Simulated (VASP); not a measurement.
**La: stress against strain**

La (dhcp, P6_3/mmc, 37.206 Å³/atom and stress up to 0.11 GPa in the relaxed cell, c along z) under an equal strain ε along x and y, with z held. PBE in VASP (plane waves, PAW), 480 eV, 18×18×4 Γ-centred mesh, Methfessel-Paxton smearing 0.10 eV; ions are relaxed, or left where forces stay under 0.02 eV/Å, within the symmetry of each cell. Stress is positive for a compressed cell.

Here s stands for strain and y for stress xx.

```
strain (%)  stress xx (GPa)
----------  ---------------
-3.00                     ?
-1.50                  0.99
-1.00                  0.64
-0.50                  0.30
0.00                  -0.03
0.50                  -0.35
1.00                  -0.66
1.50                  -0.96
```

Fit y of the 7 rows that show it with a straight line. Means: s 0, y -0.010. About the means, the sum of products is -4.5500 and the sum of squares of s is 7.0000; the slope is their ratio. Least squares gives y = -0.010 - 0.6500·s. Residuals (row less fit): 0.025, 0.000, -0.015, -0.020, -0.015, 0.000, 0.025; standard error 0.020 (degrees of freedom: 5). The slope gives the elastic constants C11 + C12 = about 65 GPa.

Task: Predict the withheld y at s = -3.00 from the fit, and compare with the calculation.

Result: y = -0.010 - 0.6500 × (-3.0) = 1.940 GPa. The calculation gives 2.13 GPa, 0.190 GPa above the prediction (6.1 % of the range of y in the table). The row lies outside the fitted rows, so this is an extrapolation. From the scatter of the fitted rows alone, a prediction at this place has a standard error of 0.032 GPa, so the miss is 5.9 times that.

A polynomial of degree 2 through the 12 other runs of the series gives 2.11 there, so most of the miss is curvature that the fit leaves out. In a metal these values are sensitive to mesh and smearing; energies are taken to zero smearing, stresses follow the free energy. Rows are the converged runs of the series near zero and its far end, less any whose ions stayed unrelaxed beside relaxed ones; series whose fitted rows scatter by over a few per cent of the range, as at a crossing or softening among them, aren't shown in this form. Most that stay on the fit to the last digits aren't either.
